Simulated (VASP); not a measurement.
Wanted: the native input for a VASP 6.6.1 run.

- Task: relaxation of cell and atoms
- Functional: PBE
- Potentials or basis: VASP PAW PBE potentials, release 64 (Tl_d, Ga_d)
- Cutoff: 600 eV
- k mesh: 7 × 7 × 4
- Occupations: fermi-dirac, width 0.05 eV
- Spin: no spin polarisation
- Dipole correction: no
- Further INCAR settings: ALGO = Fast; EDIFF = 1e-06; IBRION = 2; EDIFFG = -0.01; NSW = 60; ISIF = 3

The structure of TlGa lies in POSCAR:

```
TlGa
1.0
    3.6521389600      0.0000000000      0.0000000000
   -1.8260694800      3.1628451200      0.0000000000
    0.0000000000      0.0000000000      5.8682937400
Tl Ga
1 1
Direct
    0.3333333300      0.6666666700      0.5000000000
    0.0000000000      0.0000000000      0.0000000000
```

The cell was built by a generator and needn't be a form met in nature.

The cell isn't the ideal one: as made, not relaxed: species swapped into the YEr type (P-6m2, No. 187).

One way to write it, as run:

INCAR

```
SYSTEM = TlGa
PREC     = Accurate       ! precision mode
ENCUT    = 600            ! plane-wave cutoff, eV
EDIFF    = 1E-6           ! SCF threshold, eV
ISMEAR   = -1             ! smearing method
SIGMA    = 0.05           ! smearing width, eV
LREAL    = .FALSE.        ! projectors in reciprocal space
LASPH    = .TRUE.         ! aspherical terms in the spheres
NELM     = 100            ! most SCF steps
ALGO     = Fast           ! electronic algorithm
ISIF     = 3              ! what is computed and relaxed
LWAVE    = .FALSE.        ! write WAVECAR
LCHARG   = .FALSE.        ! write CHGCAR
GGA      = PE             ! functional
IBRION   = 2              ! ionic algorithm
NSW      = 60             ! ionic steps
EDIFFG   = -0.01          ! ionic threshold
```

KPOINTS

```
regular mesh
0
G
  7 7 4
  0 0 0
```

Potentials or basis: VASP PAW PBE potentials, release 64 (Tl_d, Ga_d).

The run is started by

```sh
$ cat potpaw_PBE.64/Tl_d/POTCAR potpaw_PBE.64/Ga_d/POTCAR > POTCAR
$ mpirun -np 1 vasp_std > vasp.out
```

It gave:

The relaxed volume is 25.75 Å³/atom. The relaxed cell is a = 3.315 Å, b = 3.315 Å, c = 5.409 Å, α = 90.00°, β = 90.00°, γ = 120.00°. The space group after relaxing (to 0.05 Å) is P-6m2 (No. 187). The energy gained by relaxing is 148.0 meV/atom, the ionic steps are 8 and the pressure after relaxing is 0.0 GPa. The band gap on the k mesh is none (metal or under the smearing width).

Caveat: the volume moved by over 15 % at a fixed basis, so the end points are rough.

It took 2.2 min on 1 thread of Intel(R) Xeon(R) Platinum 8488C (Sapphire Rapids), with other jobs on the host, peak memory 0.23 GiB.
